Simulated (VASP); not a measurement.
An input for Quantum ESPRESSO's pw.x (written as the equivalent of a VASP run, and not itself run):

```
&CONTROL
  calculation = 'scf'
  pseudo_dir = './pseudo'
  outdir = './out'
  tprnfor = .true.
  tstress = .true.
/
&SYSTEM
  ibrav = 0
  nat = 6
  ntyp = 2
  ecutwfc = 84
  occupations = 'smearing'
  smearing = 'fermi-dirac'
  degauss = 0.00735
  input_dft = 'pbesol'
/
&ELECTRONS
  conv_thr = 7.3e-08
  electron_maxstep = 100
/
ATOMIC_SPECIES
  Mo 95.950 Mo.upf
  N 14.007 N.upf
CELL_PARAMETERS angstrom
    -2.1486370    2.1486370    4.0140460
     2.1486370   -2.1486370    4.0140460
     2.1486370    2.1486370   -4.0140460
ATOMIC_POSITIONS crystal
  Mo   0.9869600  0.4869600  0.5000000
  Mo   0.2369600  0.2369600  0.0000000
  Mo   0.7630400  0.7630400  0.0000000
  Mo   0.5130400  0.0130400  0.5000000
  N    0.2500000  0.7500000  0.5000000
  N    0.5000000  0.5000000  0.0000000
K_POINTS automatic
  7 7 7 0 0 0
```

Task: Write the VASP files for the same calculation (PBEsol).

Result: This is not unique; one that fits is 
File POSCAR:
```
Mo2N
1
   -2.1486370000     2.1486370000     4.0140460000
    2.1486370000    -2.1486370000     4.0140460000
    2.1486370000     2.1486370000    -4.0140460000
Mo N
4 2
Direct
  0.9869600000   0.4869600000   0.5000000000
  0.2369600000   0.2369600000   0.0000000000
  0.7630400000   0.7630400000   0.0000000000
  0.5130400000   0.0130400000   0.5000000000
  0.2500000000   0.7500000000   0.5000000000
  0.5000000000   0.5000000000   0.0000000000
```

**INCAR**
```
! general
SYSTEM  = Mo2N
PREC    = Accurate
ENCUT   = 400   ! plane-wave cut-off (eV)
LREAL   = .FALSE.   ! projection in real space or not
LASPH   = .TRUE.   ! aspherical one-centre terms

! electronic loop
EDIFF   = 1E-6
NELM    = 100
ALGO    = Normal
LMAXMIX = 4   ! l cut-off of mixed one-centre charges

! smearing
ISMEAR  = -1   ! Fermi-Dirac
SIGMA   = 0.1

! functional
GGA     = PS   ! PBEsol

! ions
ISIF    = 2   ! forces and stress, cell fixed

! output
LWAVE   = .FALSE.
LCHARG  = .FALSE.
```

File KPOINTS:
```
Automatic
0
gamma
7 7 7
```

POTCAR, in this order: Mo_sv N (PBE.64 set). Program: vasp_std.

The two are equivalent in intent, not identical: the potentials are each code's own (VASP's PAW set, PseudoDojo norm-conserving files in pw.x), so ENCUT and ecutwfc are chosen apart and not converted; conv_thr bounds pw.x's estimated SCF error, while EDIFF bounds the energy change between steps.

The structure comes from a computed database's Mo2N entry (I4_1/amd); how it stands against other phases isn't given here. The cell was not relaxed at this level. The run is one of a series of settings (GGA = PS, POTCAR Mo_sv N (PBE.64 set) against the base run), some of them coarse on purpose.
